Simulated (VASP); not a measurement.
Level of theory: AM05 GGA, VASP's PBE PAW potentials (set 64) (plane waves; VASP).

VASP ran on this input.

**KPOINTS**
```
kpoints
0
G
  13 13 6
```

File POSCAR:
```
Cd
1
    1.4900000000    -2.5807560000     0.0000000000
    1.4900000000     2.5807560000     0.0000000000
    0.0000000000     0.0000000000     5.6200000000
Cd
2
Direct
  0.3333330000   0.6666670000   0.2500000000
  0.6666670000   0.3333330000   0.7500000000
```

### INCAR
```
! general
SYSTEM =Cd
PREC   =Accurate
ENCUT  =520   ! plane-wave cut-off (eV)
LREAL  =.FALSE.   ! projection in real space or not
LASPH  =.TRUE.   ! aspherical one-centre terms

! electronic loop
EDIFF  =1E-6   ! SCF stop (eV)
NELM   =100   ! most electronic steps
ALGO   =Normal   ! blocked Davidson
LMAXMIX=4   ! l cut-off of mixed one-centre charges

! smearing
ISMEAR =1   ! Methfessel-Paxton
SIGMA  =0.1   ! width (eV)

! functional
GGA    =AM

! ions
IBRION =2
NSW    =60   ! most ionic steps
ISIF   =3
EDIFFG =-0.01

! output
LWAVE  =.FALSE.
LCHARG =.FALSE.
```

POTCAR, in this order: Cd (PBE.64 set). Program: vasp_std.

Output

File OSZICAR:
```
       N       E                     dE             d eps       ncg     rms          rms(c)
DAV:   1     0.165369890614E+03    0.16537E+03   -0.13413E+04  2696   0.150E+03
DAV:   2     0.140551832037E+01   -0.16396E+03   -0.16055E+03  2736   0.372E+02
DAV:   3    -0.200174960231E+01   -0.34073E+01   -0.34030E+01  3320   0.639E+01
DAV:   4    -0.200590085890E+01   -0.41513E-02   -0.41512E-02  3152   0.195E+00
DAV:   5    -0.200591144141E+01   -0.10583E-04   -0.10582E-04  3248   0.919E-02    0.442E+00
DAV:   6    -0.187128008903E+01    0.13463E+00   -0.39734E-01  2872   0.832E+00    0.353E+00
DAV:   7    -0.186407976601E+01    0.72003E-02   -0.34610E-02  3040   0.194E+00    0.186E+00
DAV:   8    -0.186372246194E+01    0.35730E-03   -0.36304E-03  2920   0.874E-01    0.965E-02
DAV:   9    -0.186375147044E+01   -0.29009E-04   -0.26628E-05  3480   0.629E-02    0.409E-02
DAV:  10    -0.186378817833E+01   -0.36708E-04   -0.31302E-05  2944   0.679E-02    0.395E-03
DAV:  11    -0.186378809093E+01    0.87401E-07   -0.63990E-08  2064   0.293E-03
   1 F= -.18637881E+01 E0= -.18636173E+01  d E =-.186379E+01
       N       E                     dE             d eps       ncg     rms          rms(c)
DAV:   1    -0.201832865354E+01   -0.15454E+00   -0.29767E+00  2704   0.227E+01    0.265E+00
DAV:   2    -0.187838151968E+01    0.13995E+00   -0.40163E-01  2736   0.898E+00    0.781E-01
DAV:   3    -0.186970684471E+01    0.86747E-02   -0.18445E-02  3200   0.154E+00    0.615E-01
DAV:   4    -0.186775263165E+01    0.19542E-02   -0.23783E-03  2960   0.428E-01    0.710E-02
DAV:   5    -0.186774802167E+01    0.46100E-05   -0.89745E-05  3000   0.124E-01    0.358E-02
DAV:   6    -0.186775542267E+01   -0.74010E-05   -0.59741E-06  3000   0.216E-02    0.855E-03
DAV:   7    -0.186775599590E+01   -0.57324E-06   -0.73569E-07  1760   0.993E-03
   2 F= -.18677560E+01 E0= -.18677148E+01  d E =-.396790E-02
       N       E                     dE             d eps       ncg     rms          rms(c)
DAV:   1    -0.187027692336E+01   -0.25215E-02   -0.49401E-02  2696   0.296E+00    0.352E-01
DAV:   2    -0.186799083120E+01    0.22861E-02   -0.63419E-03  2736   0.112E+00    0.108E-01
DAV:   3    -0.186783848844E+01    0.15234E-03   -0.30320E-04  3192   0.204E-01    0.868E-02
DAV:   4    -0.186780577991E+01    0.32709E-04   -0.36035E-05  2968   0.526E-02    0.789E-03
DAV:   5    -0.186780583128E+01   -0.51374E-07   -0.11534E-06  2112   0.132E-02
   3 F= -.18678058E+01 E0= -.18677844E+01  d E =-.401774E-02
       N       E                     dE             d eps       ncg     rms          rms(c)
DAV:   1    -0.188233147123E+01   -0.14526E-01   -0.55971E-01  2840   0.703E+00    0.603E-01
DAV:   2    -0.187297689761E+01    0.93546E-02   -0.98703E-03  2912   0.140E+00    0.311E-01
DAV:   3    -0.186952028912E+01    0.34566E-02   -0.40617E-03  2872   0.644E-01    0.129E-01
DAV:   4    -0.186926647722E+01    0.25381E-03   -0.76354E-04  3168   0.290E-01    0.537E-02
DAV:   5    -0.186926610594E+01    0.37128E-06   -0.48400E-05  3024   0.884E-02    0.216E-02
DAV:   6    -0.186926439323E+01    0.17127E-05   -0.87592E-06  2976   0.397E-02    0.335E-03
DAV:   7    -0.186926443113E+01   -0.37903E-07   -0.13719E-07  1432   0.412E-03
   4 F= -.18692644E+01 E0= -.18693738E+01  d E =-.145860E-02
       N       E                     dE             d eps       ncg     rms          rms(c)
DAV:   1    -0.187122435761E+01   -0.19600E-02   -0.75303E-02  2864   0.258E+00    0.224E-01
DAV:   2    -0.186994659971E+01    0.12778E-02   -0.13624E-03  2968   0.527E-01    0.115E-01
DAV:   3    -0.186948154867E+01    0.46505E-03   -0.53974E-04  2888   0.235E-01    0.485E-02
DAV:   4    -0.186944589253E+01    0.35656E-04   -0.10449E-04  3168   0.107E-01    0.198E-02
DAV:   5    -0.186944591725E+01   -0.24717E-07   -0.67861E-06  2976   0.332E-02
   5 F= -.18694459E+01 E0= -.18695010E+01  d E =-.164009E-02
       N       E                     dE             d eps       ncg     rms          rms(c)
DAV:   1    -0.186949484978E+01   -0.48957E-04   -0.17625E-03  2872   0.397E-01    0.334E-02
DAV:   2    -0.186946560439E+01    0.29245E-04   -0.30858E-05  2928   0.801E-02    0.175E-02
DAV:   3    -0.186945492262E+01    0.10682E-04   -0.12475E-05  2896   0.356E-02    0.739E-03
DAV:   4    -0.186945422831E+01    0.69431E-06   -0.23436E-06  2336   0.161E-02
   6 F= -.18694542E+01 E0= -.18694995E+01  d E =-.164840E-02
       N       E                     dE             d eps       ncg     rms          rms(c)
DAV:   1    -0.186961972153E+01   -0.16480E-03   -0.69027E-03  2840   0.782E-01    0.672E-02
DAV:   2    -0.186950252309E+01    0.11720E-03   -0.12342E-04  2952   0.159E-01    0.347E-02
DAV:   3    -0.186945997595E+01    0.42547E-04   -0.49682E-05  2904   0.713E-02    0.148E-02
DAV:   4    -0.186945693713E+01    0.30388E-05   -0.94865E-06  3144   0.321E-02    0.602E-03
DAV:   5    -0.186945695912E+01   -0.21985E-07   -0.59731E-07  1456   0.100E-02
   7 F= -.18694570E+01 E0= -.18694831E+01  d E =-.165113E-02
       N       E                     dE             d eps       ncg     rms          rms(c)
DAV:   1    -0.186948109322E+01   -0.24156E-04   -0.95511E-04  2832   0.291E-01    0.256E-02
DAV:   2    -0.186946472655E+01    0.16367E-04   -0.17958E-05  2992   0.606E-02    0.130E-02
DAV:   3    -0.186945877254E+01    0.59540E-05   -0.68363E-06  2888   0.264E-02    0.556E-03
DAV:   4    -0.186945817850E+01    0.59404E-06   -0.13218E-06  1600   0.121E-02
   8 F= -.18694582E+01 E0= -.18694913E+01  d E =-.165235E-02
       N       E                     dE             d eps       ncg     rms          rms(c)
DAV:   1    -0.187443607939E+01   -0.49773E-02   -0.96829E-02  2688   0.421E+00    0.507E-01
DAV:   2    -0.186988180736E+01    0.45543E-02   -0.12512E-02  2696   0.158E+00    0.156E-01
DAV:   3    -0.186958360377E+01    0.29820E-03   -0.60139E-04  3000   0.295E-01    0.127E-01
DAV:   4    -0.186951226081E+01    0.71343E-04   -0.58243E-05  2864   0.617E-02    0.100E-02
DAV:   5    -0.186951209420E+01    0.16661E-06   -0.15086E-06  2488   0.130E-02
   9 F= -.18695121E+01 E0= -.18695471E+01  d E =-.539157E-04
```

OUTCAR:
```
------------------------ aborting loop because EDIFF is reached ----------------------------------------
  FORCE on cell =-STRESS in cart. coord.  units (eV):
  Direction    XX          YY          ZZ          XY          YZ          ZX
  --------------------------------------------------------------------------------------
  Total       -0.0054785     -0.0054785      0.0053843      0.0000000      0.0000000     -0.0000000
  in kB       -0.2079760     -0.2079760      0.2043997      0.0000000      0.0000000     -0.0000000
  external PRESSURE =      -0.0705174 kB  Pullay stress =       0.0000000 kB
  volume of cell :       42.20
      direct lattice vectors                 reciprocal lattice vectors
     1.487643636 -2.576674656 -0.000000000     0.336101999 -0.194048557  0.000000000
     1.487643636  2.576674656  0.000000000     0.336101999  0.194048557 -0.000000000
    -0.000000000  0.000000000  5.505180172     0.000000000 -0.000000000  0.181647098
 POSITION                                       TOTAL-FORCE (eV/Angst)
 -----------------------------------------------------------------------------------
      1.48764      0.85889      1.37630        -0.000000      0.000000      0.000000
      1.48764     -0.85889      4.12889         0.000000     -0.000000      0.000000
 -----------------------------------------------------------------------------------
    total drift:                               -0.000000      0.000191      0.000002
  FREE ENERGIE OF THE ION-ELECTRON SYSTEM (eV)
  ---------------------------------------------------
  free  energy   TOTEN  =        -1.8695120942 eV

  energy  without entropy=       -1.8696172040  energy(sigma->0) =       -1.86954713

 reached required accuracy - stopping structural energy minimisation
```
(Selected blocks of OUTCAR.)

**CONTCAR**
```
Cd
   1.00000000000000
     1.4876436360445553   -2.5766746564400314   -0.0000000000000000
     1.4876436360445553    2.5766746564400314    0.0000000000000000
    -0.0000000000000000    0.0000000000000000    5.5051801718198314
  Cd
     2
Direct
     0.3333330000000032    0.6666669999999968    0.2500000000000000
     0.6666669999999968    0.3333330000000032    0.7500000000000000
```

OUTCAR:
```
 val. band max:        3.0025357903   @ k =   0.3077   0.0000   0.0000

 cond. band min:       3.0735249348   @ k =   0.3077   0.3077   0.5000


 Fermi energy:         3.0197708012

 k-point     1 :       0.0000    0.0000    0.0000
  band No.  band energies     occupation
      1      -6.9274      2.00000
      2      -6.6167      2.00000
      3      -6.2601      2.00000
      4      -6.2601      2.00000
      5      -6.2002      2.00000
      6      -6.2002      2.00000
      7      -6.0562      2.00000
      8      -5.7464      2.00000
      9      -5.7464      2.00000
     10      -5.4546      2.00000
     11      -5.4546      2.00000
     12      -0.1192      2.00000
     13       0.1985      2.00000
     14      14.1974      0.00000
     15      17.3160      0.00000
     16      17.8088      0.00000

 k-point     2 :       0.0769   -0.0000    0.0000
  band No.  band energies     occupation
      1      -6.8661      2.00000
      2      -6.5569      2.00000
      3      -6.2827      2.00000
      4      -6.2230      2.00000
      5      -6.2046      2.00000
      6      -6.1470      2.00000
      7      -5.9300      2.00000
      8      -5.7919      2.00000
      9      -5.7670      2.00000
     10      -5.5374      2.00000
     11      -5.4524      2.00000
     12       0.1203      2.00000
     13       0.2822      2.00000
     14      14.3943      0.00000
     15      15.4255      0.00000
     16      16.6718      0.00000

 k-point     3 :       0.1538    0.0000    0.0000
  band No.  band energies     occupation
      1      -6.7443      2.00000
      2      -6.4695      2.00000
      3      -6.3510      2.00000
      4      -6.2140      2.00000
      5      -6.0480      2.00000
      6      -5.9970      2.00000
      7      -5.9414      2.00000
      8      -5.8204      2.00000
      9      -5.7134      2.00000
     10      -5.4813      2.00000
     11      -5.4498      2.00000
     12       0.5519      2.00000
     13       0.7860      2.00000
...
```

Energy and stress use the plane-wave basis of the starting cell.

The compound is Cd in the hcp structure. This run relaxes it. Symmetry was kept, so distortions that lower it aren't found.
